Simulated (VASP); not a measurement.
Output of a VASP run:

File OSZICAR:
```
...
DAV:   1     0.103281609811E+03    0.10328E+03   -0.69945E+03   696   0.112E+03
DAV:   2    -0.101662585533E+01   -0.10430E+03   -0.97191E+02   928   0.267E+02
DAV:   3    -0.708413077944E+01   -0.60675E+01   -0.60378E+01   896   0.601E+01
DAV:   4    -0.726653396622E+01   -0.18240E+00   -0.18223E+00  1188   0.993E+00
DAV:   5    -0.726821432360E+01   -0.16804E-02   -0.16803E-02   912   0.901E-01    0.333E+00
DAV:   6    -0.702547356586E+01    0.24274E+00   -0.45756E-01   836   0.395E+00    0.273E+00
DAV:   7    -0.701197646575E+01    0.13497E-01   -0.10800E-01   888   0.209E+00    0.157E+00
DAV:   8    -0.702199890476E+01   -0.10022E-01   -0.18008E-02   956   0.117E+00    0.188E-01
DAV:   9    -0.702256168004E+01   -0.56278E-03   -0.10469E-03   912   0.221E-01    0.959E-02
DAV:  10    -0.702313847893E+01   -0.57680E-03   -0.52900E-04   784   0.183E-01    0.156E-02
DAV:  11    -0.702315556544E+01   -0.17087E-04   -0.20920E-05   924   0.362E-02    0.103E-02
DAV:  12    -0.702315908485E+01   -0.35194E-05   -0.76180E-06   848   0.195E-02    0.493E-03
DAV:  13    -0.702315906033E+01    0.24522E-07   -0.10630E-06   924   0.818E-03    0.200E-03
DAV:  14    -0.702315912640E+01   -0.66067E-07   -0.97174E-08   660   0.256E-03
   1 F= -.13055964E+01 E0= -.13055964E+01  d E =-.130560E+01
       N       E                     dE             d eps       ncg     rms          rms(c)
DAV:   1    -0.273790580485E+02   -0.20356E+02   -0.50569E+02   800   0.238E+02    0.604E+01
DAV:   2    -0.937986207019E+01    0.17999E+02   -0.26226E+01   740   0.549E+01    0.138E+01
DAV:   3    -0.603148306796E+01    0.33484E+01   -0.93560E+00  1236   0.269E+01    0.130E+01
DAV:   4    -0.586256090248E+01    0.16892E+00   -0.79095E-01  1308   0.729E+00    0.582E+00
DAV:   5    -0.590407221978E+01   -0.41511E-01   -0.28419E-01  1148   0.326E+00    0.982E-01
DAV:   6    -0.591480169917E+01   -0.10729E-01   -0.10818E-02  1016   0.110E+00    0.393E-01
DAV:   7    -0.591550351555E+01   -0.70182E-03   -0.26368E-03  1248   0.425E-01    0.143E-01
DAV:   8    -0.591547788347E+01    0.25632E-04   -0.60279E-05   960   0.860E-02    0.230E-02
DAV:   9    -0.591547743762E+01    0.44584E-06   -0.81774E-06  1068   0.158E-02    0.110E-02
DAV:  10    -0.591547704392E+01    0.39371E-06   -0.11688E-07   680   0.409E-03    0.985E-03
DAV:  11    -0.591547760520E+01   -0.56128E-06   -0.42047E-07   868   0.623E-03    0.157E-03
DAV:  12    -0.591547758092E+01    0.24278E-07   -0.16169E-08   552   0.127E-03
   2 F= -.22561271E+01 E0= -.22561271E+01  d E =-.950531E+00
       N       E                     dE             d eps       ncg     rms          rms(c)
DAV:   1    -0.736760006055E+01   -0.14521E+01   -0.22980E+01   816   0.515E+01    0.720E+00
DAV:   2    -0.663802871110E+01    0.72957E+00   -0.20004E+00   928   0.137E+01    0.337E+00
DAV:   3    -0.643494055378E+01    0.20309E+00   -0.49142E-01  1224   0.633E+00    0.299E+00
DAV:   4    -0.643475934002E+01    0.18121E-03   -0.29430E-02  1344   0.113E+00    0.139E+00
DAV:   5    -0.643714424787E+01   -0.23849E-02   -0.25639E-02  1152   0.967E-01    0.294E-01
DAV:   6    -0.643688841439E+01    0.25583E-03   -0.49407E-04  1024   0.217E-01    0.120E-01
DAV:   7    -0.643685848331E+01    0.29931E-04   -0.25657E-04  1200   0.118E-01    0.251E-02
DAV:   8    -0.643685933148E+01   -0.84817E-06   -0.63391E-06   848   0.330E-02    0.191E-02
DAV:   9    -0.643685937000E+01   -0.38522E-07   -0.29294E-07   852   0.564E-03
   3 F= -.23791362E+01 E0= -.23791362E+01  d E =-.107354E+01
```

OUTCAR:
```
------------------------ aborting loop because EDIFF is reached ----------------------------------------
  FORCE on cell =-STRESS in cart. coord.  units (eV):
  Direction    XX          YY          ZZ          XY          YZ          ZX
  --------------------------------------------------------------------------------------
  Total        4.0527640      4.0527640      4.0527640      0.0000000     -0.0000000     -0.0000000
  in kB      149.8166767    149.8166767    149.8166767      0.0000000     -0.0000000     -0.0000000
  external PRESSURE =      -0.1833233 kB  Pullay stress =     150.0000000 kB
  volume of cell :       43.34
      direct lattice vectors                 reciprocal lattice vectors
    -0.000000000  2.787985956  2.787985956    -0.179340932  0.179340932  0.179340932
     2.787985956 -0.000000000  2.787985956     0.179340932 -0.179340932  0.179340932
     2.787985956  2.787985956  0.000000000     0.179340932  0.179340932 -0.179340932
  FREE ENERGIE OF THE ION-ELECTRON SYSTEM (eV)
  ---------------------------------------------------
  free  energy   TOTEN  =        -6.4368593700 eV

  energy  without entropy=       -6.4368593700  energy(sigma->0) =       -6.43685937
  enthalpy is  TOTEN    =        -2.3791361742 eV   P V=        4.0577231958

 reached required accuracy - stopping structural energy minimisation
```
(Selected blocks of OUTCAR.)

File POSCAR:
```
KCl
1
    0.0000000000     3.1256001620     3.1256001620
    3.1256001620    -0.0000000000     3.1256001620
    3.1256001620     3.1256001620    -0.0000000000
K Cl
1 1
Direct
  0.0000000000   0.0000000000   0.0000000000
  0.5000000000   0.5000000000   0.5000000000
```

Task: Write an INCAR and KPOINTS that could have produced this output.

Result: One answer among several that fit: the input of the run itself, PBEsol GGA, plane waves, VASP's PBE PAW potentials (set 64).

**INCAR**
```
ALGO = Normal
EDIFF = 1E-7
EDIFFG = -0.01
ENCUT = 480
GGA = PS
IBRION = 2
ISIF = 3
ISMEAR = 0
LASPH = T
LCHARG = F
LREAL = F
LWAVE = F
NELM = 100
NSW = 40
PREC = Accurate
PSTRESS = 150
SIGMA = 0.05
SYSTEM = KCl
```

File KPOINTS:
```
kpoints
0
G
 8 8 8
0 0 0
```

POTCAR, in this order: K_sv Cl (PBE.64 set). Program: vasp_std.

Energy and stress use the plane-wave basis of the starting cell.

The compound is KCl in the rock salt structure. This run relaxes it under an external pressure of 15 GPa. Symmetry was kept, so distortions that lower it aren't found.
